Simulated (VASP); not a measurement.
Wanted: the native input for a VASP 6.6.1 run.

```yaml
Task: relaxation of cell and atoms
Functional: PBE
Potentials_or_basis: VASP PAW PBE potentials, release 64 (In_d, Ga_d, O)
Cutoff: 520 eV
k_mesh: 5 × 5 × 3
Occupations: gaussian, width 0.15 eV
Spin: no spin polarisation
Further_INCAR_settings: PREC = Normal; ALGO = Fast; EDIFF = 0.0001; IBRION = 2; EDIFFG = -0.08; NSW = 24; ISIF = 3
```

The structure of InGaO2 lies in POSCAR:

```
InGaO2
1.0
    3.4420722800      0.0000000000      0.0000000000
    0.0000000000      3.4420722800      0.0000000000
    0.0000000000      0.0000000000      4.8541108900
In Ga O
1 1 2
Direct
    0.5000000000      0.5000000000      0.5000000000
    0.0000000000      0.0000000000      0.0000000000
    0.5000000000      0.5000000000      0.0000000000
    0.0000000000      0.0000000000      0.5000000000
```

The cell was built by a generator and needn't be a form met in nature.

One way to write it, as run:

INCAR

```
  PREC = Normal
  ENCUT = 520
  EDIFF = 1E-4
  ISMEAR = 0
  SIGMA = 0.15
  LREAL = F
  LASPH = T
  NELM = 60
  ALGO = Fast
  ISIF = 3
  LWAVE = F
  LCHARG = F
  GGA = PE
  IBRION = 2
  NSW = 24
  EDIFFG = -0.08
```

KPOINTS

```
regular mesh
0
Gamma
  5 5 3
```

Potentials or basis: VASP PAW PBE potentials, release 64 (In_d, Ga_d, O).

The run is started by

```sh
$ cat potpaw_PBE.64/In_d/POTCAR potpaw_PBE.64/Ga_d/POTCAR potpaw_PBE.64/O/POTCAR > POTCAR
$ mpirun -np 1 vasp_std > vasp.out
```

It gave:

The relaxed volume is 13.72 Å³/atom. The relaxed cell is a = 3.388 Å, b = 3.388 Å, c = 4.783 Å, α = 90.00°, β = 90.00°, γ = 90.00° and the space group after relaxing (to 0.05 Å) is P4/mmm (No. 123). The energy gained by relaxing is 9.9 meV/atom, the ionic steps are 3 and the pressure after relaxing is -0.4 GPa. The band gap on the k mesh is none (metal or under the smearing width).

Caveat: the k mesh is coarse (spacing up to 0.43 Å⁻¹), so the values aren't converged.

Wall time 20 s on 1 thread of Intel(R) Xeon(R) Platinum 8488C (Sapphire Rapids), with other jobs on the host, peak memory 0.14 GiB.
